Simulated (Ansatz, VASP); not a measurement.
**CaSc: VASP beside Ansatz**

```
CELL_PARAMETERS angstrom
0.00000 3.22164 3.22164
3.22164 0.00000 3.22164
3.22164 3.22164 0.00000
ATOMIC_POSITIONS crystal
Ca 0.50000 0.50000 0.50000
Sc 0.00000 0.00000 0.00000
```

Alike in both runs: functional PBE; k mesh 6 × 6 × 6; occupations gaussian, width 0.1 eV; no spin polarisation.

Ansatz relaxed the structure, and its values are those at the end. VASP's run is a single point on that final structure, the one shown.

|  | VASP | Ansatz |
| --- | --- | --- |
| version | VASP 6.6.1 | Ansatz 0.2.0 |
| potentials or method | VASP PAW PBE potentials, release 64 (Ca_sv, Sc_sv) | scalar-relativistic, plane waves, PAW |
| plane-wave cutoff (eV) | 520 | 420 |
| valence electrons in the cell | 21 | 21 |

|  | VASP | Ansatz | Ansatz less VASP |
| --- | --- | --- | --- |
| gap on the k mesh at the Fermi level (eV) | none | none | - |
| pressure (GPa) | 0.3 | 0.2 | -0.03 |

A gap of «none» marks a metal or a gap that the smearing closes. The functional is the same, so the differences come from potentials, cutoffs and numerics.
